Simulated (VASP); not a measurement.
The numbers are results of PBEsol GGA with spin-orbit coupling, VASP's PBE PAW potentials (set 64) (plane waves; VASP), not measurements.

The input files of a VASP run:

File KPOINTS_OPT:
```
k-points along high-symmetry lines
8
Line-mode
Reciprocal
  0.000000   0.000000   0.000000 ! GAMMA
 -0.500000  -0.500000   0.000000 ! X

 -0.500000  -0.500000   0.000000 ! X
 -0.375000  -0.375000   0.250000 ! U

 -0.375000  -0.000000   0.375000 ! K
  0.000000   0.000000   0.000000 ! GAMMA

  0.000000   0.000000   0.000000 ! GAMMA
  0.000000   0.000000   0.500000 ! L

  0.000000   0.000000   0.500000 ! L
 -0.500000  -0.250000   0.250000 ! W

 -0.500000  -0.250000   0.250000 ! W
 -0.500000  -0.500000   0.000000 ! X
```

File POSCAR:
```
InSb
1
    0.0000000000     3.2592004851     3.2592004851
    3.2592004851     0.0000000000     3.2592004851
    3.2592004851     3.2592004851     0.0000000000
In Sb
1 1
Direct
  1.0000000000   1.0000000000   1.0000000000
  0.2500000000   0.2500000000   0.2500000000
```

### INCAR
```
SYSTEM = InSb
PREC = Accurate
ENCUT = 400
EDIFF = 1E-6
NELM = 100
ALGO = Normal
LREAL = .FALSE.
LASPH = .TRUE.
ISMEAR = 0
SIGMA = 0.05
GGA = PS
LMAXMIX = 4
LWAVE = .FALSE.
LCHARG = .FALSE.
LSORBIT = .TRUE.
MAGMOM = 0 0 0 0 0 0
GGA_COMPAT = .FALSE.
```

File KPOINTS:
```
Automatic mesh
0
Gamma
9 9 9
0 0 0
```

POTCAR, in this order: In_d Sb (PBE.64 set). Program: vasp_ncl.

Question: Predict the energy per atom (σ→0), band gap (over mesh and band path).

Answer: 
```
Item                                                                  Result
----------------------------------  ----------------------------------------
energy per atom (σ→0)                                         -3.900 eV/atom
band gap (over mesh and band path)  none (metal, semimetal or under 0.01 eV)
```

### OSZICAR
```
...
DAV:   7    -0.780165009202E+01    0.21172E-01   -0.78090E-02  4396   0.292E+00    0.132E+00
DAV:   8    -0.780045137292E+01    0.11987E-02   -0.34998E-03  3150   0.539E-01    0.524E-01
DAV:   9    -0.780034348805E+01    0.10788E-03   -0.28365E-03  3874   0.798E-01    0.150E-01
DAV:  10    -0.780049989364E+01   -0.15641E-03   -0.30460E-04  3614   0.284E-01    0.521E-02
DAV:  11    -0.780056842543E+01   -0.68532E-04   -0.83826E-05  3434   0.774E-02    0.221E-02
DAV:  12    -0.780056919362E+01   -0.76819E-06   -0.31801E-06  3122   0.189E-02
   1 F= -.78005692E+01 E0= -.78005305E+01  d E =-.773948E-04  mag=     0.0000     0.0000    -0.0000
       N       E                     dE             ncg
```

The compound is InSb in the zinc blende structure. It was relaxed first.
